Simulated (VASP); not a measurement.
Input for VASP

File POSCAR:
```
Ba
1
   -2.4632107518     2.4632107518     2.4632107518
    2.4632107518    -2.4632107518     2.4632107518
    2.4632107518     2.4632107518    -2.4632107518
Ba
1
Direct
  0.0000000000   0.0000000000   0.0000000000
```

INCAR:
```
AGGAC  =  0.0
ALGO  =  Normal
EDIFF  =  1E-6
EDIFFG  =  -0.01
ENCUT  =  520
GGA  =  MK
IBRION  =  2
ISIF  =  3
ISMEAR  =  1
LASPH  =  .TRUE.
LCHARG  =  .FALSE.
LMAXMIX  =  4
LREAL  =  .FALSE.
LUSE_VDW  =  .TRUE.
LWAVE  =  .FALSE.
NELM  =  100
NSW  =  60
PARAM1  =  0.1234568
PARAM2  =  0.7114
PREC  =  Accurate
SIGMA  =  0.1
SYSTEM  =  Ba
ZAB_VDW  =  -1.8867
```

KPOINTS:
```
K-points
0
G
  10 10 10
0 0 0
```

POTCAR, in this order: Ba_sv (PBE.64 set). Program: vasp_std.

Q: Translate this rev-vdW-DF2 calculation to Quantum ESPRESSO's pw.x.

A: One equivalent input (not run):
```
&CONTROL
  calculation = 'vc-relax'
  pseudo_dir = './pseudo'
  outdir = './out'
  tprnfor = .true.
  tstress = .true.
  nstep = 60
  forc_conv_thr = 0.00039
/
&SYSTEM
  ibrav = 0
  nat = 1
  ntyp = 1
  ecutwfc = 56.6
  occupations = 'smearing'
  smearing = 'methfessel-paxton'
  degauss = 0.00735
  input_dft = 'vdw-df2-b86r'
/
&ELECTRONS
  conv_thr = 7.3e-08
  electron_maxstep = 100
/
&IONS
/
&CELL
/
ATOMIC_SPECIES
  Ba 137.327 Ba.upf
CELL_PARAMETERS angstrom
    -2.4632108    2.4632108    2.4632108
     2.4632108   -2.4632108    2.4632108
     2.4632108    2.4632108   -2.4632108
ATOMIC_POSITIONS crystal
  Ba   0.0000000  0.0000000  0.0000000
K_POINTS automatic
  10 10 10 0 0 0
```
Limits of the translation: the potentials are each code's own (VASP's PAW set, PseudoDojo norm-conserving files in pw.x), so ENCUT and ecutwfc are chosen apart and not converted; conv_thr bounds pw.x's estimated SCF error, while EDIFF bounds the energy change between steps; forc_conv_thr acts on force components and is met together with etot_conv_thr.

The compound is Ba in the bcc structure. This run relaxes it. Symmetry was kept, so distortions that lower it aren't found. The start is the result of an earlier pass.
